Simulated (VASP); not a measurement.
## CdCuH4: single point with PBE

The system is CdCuH4.

```xyz
6
Lattice="3.1956 0.0000 0.0000 0.0000 3.1956 0.0000 0.0000 0.0000 5.9359" Properties=species:S:1:pos:R:3 pbc="T T T"
Cd    1.5978    1.5978    2.9680
Cu    0.0000    0.0000    0.0000
H     0.0000    0.0000    4.3465
H     1.5978    0.0000    0.0000
H     0.0000    1.5978    0.0000
H     0.0000    0.0000    1.5894
```

The cell was built by a generator and needn't be a form met in nature.

| Property | Result |
| --- | --- |
| Program | VASP 6.6.1 |
| Task | single point |
| Functional | PBE |
| Potentials or basis | VASP PAW PBE potentials, release 64 (Cd, Cu, H) |
| Cutoff | 520 eV |
| k mesh | 6 × 6 × 4 |
| Occupations | gaussian, width 0.1 eV |
| Spin | no spin polarisation |
| Dipole correction | no |
| Further INCAR settings | ALGO = Normal; EDIFF = 1e-06; NBANDS = 22 |

The pressure is 0.2 GPa and the largest force is 0.018 eV/Å. The band gap on the k mesh is none (metal or under the smearing width).

Forces in eV/Å, atoms in the order of the input:
```
Cd   0.000  0.000  0.000
Cu   0.000  0.000  0.000
H    0.000  0.000 -0.018
H    0.000  0.000  0.000
H    0.000  0.000  0.000
H    0.000  0.000  0.018
```

Levels at points of the mesh, in eV from the Fermi level:
```tsv
k point	band 12	band 13	band 14	band 15	band 16	band 17
(0.00, 0.00, 0.00)	-3.19	-2.92	4.72	4.72	7.47	7.71
(0.50, 0.00, 0.00)	-3.00	-2.33	-0.63	-0.01	3.32	6.38
(0.50, 0.50, 0.00)	-3.21	-1.80	-1.44	2.31	2.58	2.58
(0.00, 0.00, 0.50)	-3.19	1.24	1.32	4.71	7.54	7.94
(0.50, 0.00, 0.50)	-3.37	-2.78	-1.23	3.18	4.10	4.89
(0.50, 0.50, 0.50)	-3.08	-2.09	-1.29	2.15	2.15	2.50
```

It took 32 s on 1 thread of Intel(R) Xeon(R) Platinum 8488C (Sapphire Rapids) (shared host), peak memory 0.19 GiB.
